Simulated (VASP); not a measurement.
Au (fcc) relaxed at rising pressure, in one space group throughout; other phases were not tried. The pressures are those reached. These are PBE GGA, VASP's PBE PAW potentials (set 64) (plane waves; VASP) values and carry that method's errors.

| P (GPa) | V (Å³/atom) | k-mesh |
|---|---|---|
| 0.03 | 17.927 | 15×15×15 |
| 4.96 | 17.366 | 15×15×15 |
| 9.94 | 16.894 | 15×15×15 |
| 20.01 | 16.162 | 16×16×16 |
| 29.95 | 15.588 | 16×16×16 |

A change of mesh leaves a small step in the series.

Problem. Fit an equation of state and predict the volume at 45.05 GPa.

Solution. Least squares on the third-order Birch-Murnaghan form, P = (3B0/2)(y⁷ − y⁵)[1 + (3/4)(B′ − 4)(y² − 1)] with y = (V0/V)^(1/3), gives V0 = 17.930 Å³/atom, B0 = 140 GPa and B′ = 6.1, and so 14.912 Å³/atom. The run gave 14.900 Å³/atom, -0.1 % from the fit.

Pressures at which the relaxation failed are left out.

The compound is Au in the fcc structure.
